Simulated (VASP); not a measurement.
Here is the system:

```
CELL_PARAMETERS angstrom
      3.41768     0.00000     0.00000
      0.00000     3.41768     0.00000
      0.00000     0.00000     3.41768
ATOMIC_POSITIONS crystal
  Si 0.00000 0.00000 0.00000
  Ni 0.00000 0.50000 0.50000
  Ni 0.50000 0.00000 0.50000
  Ni 0.50000 0.50000 0.00000
```

The numbers are results of PBEsol GGA, VASP's PBE PAW potentials (set 64) (plane waves; VASP 6.6.1), not measurements. Numerical set-up: 500 eV cut-off, 9×9×9 Γ-centred mesh, first-order Methfessel-Paxton smearing of 0.10 eV, potentials Si Ni.

Energy and stress use the plane-wave basis of the starting cell.

Q: The ions, cell shape and volume at an external pressure of 20.0 GPa are relaxed. Which structure does the run end with?

A: 
```
CELL_PARAMETERS angstrom
      3.38122     0.00000     0.00000
      0.00000     3.38122     0.00000
      0.00000     0.00000     3.38122
ATOMIC_POSITIONS crystal
  Si 0.00000 0.00000 0.00000
  Ni 0.00000 0.50000 0.50000
  Ni 0.50000 0.00000 0.50000
  Ni 0.50000 0.50000 0.00000
```
Space group Pm-3m (221), at a tolerance of 0.03 Å.

Q: How do energy and volume change from the first to the last step?

A: The energy (σ→0) changes by +29.1 meV/atom and the volume by -3.2 %, in 3 ionic steps.

| step | E(σ→0) (eV) | max force (eV/Å) | pressure (GPa) | volume (Å³) |
|---|---|---|---|---|
| 1 | -26.2451 | 0.000 | 9.96 | 39.92 |
| 2 | -25.7037 | 0.000 | 42.16 | 36.41 |
| 3 | -26.1288 | 0.000 | 19.92 | 38.66 |

The compound is Ni3Si in the L1_2 structure. This run relaxes it under an external pressure of 20 GPa. Symmetry was kept, so distortions that lower it aren't found. The run is not spin-polarised, so no magnetic state was tried.
